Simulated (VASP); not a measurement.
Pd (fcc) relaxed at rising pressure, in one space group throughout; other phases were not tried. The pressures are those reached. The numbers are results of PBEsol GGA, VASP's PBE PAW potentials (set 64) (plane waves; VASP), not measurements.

```tsv
P (GPa)	V (Å³/atom)	k-mesh
0.01	14.533	16×16×16
4.96	14.207	16×16×16
9.94	13.920	16×16×16
20.02	13.417	17×17×17
29.98	13.019	17×17×17
```

A change of mesh leaves a small step in the series.

Question: Fit an equation of state and predict the volume at 44.83 GPa.

Answer: Least squares on the third-order Birch-Murnaghan form, P = (3B0/2)(y⁷ − y⁵)[1 + (3/4)(B′ − 4)(y² − 1)] with y = (V0/V)^(1/3), gives V0 = 14.536 Å³/atom, B0 = 203 GPa and B′ = 5.2, and so 12.524 Å³/atom. The run gave 12.533 Å³/atom, +0.1 % from the fit.

Pressures at which the relaxation failed are left out.

The compound is Pd in the fcc structure.
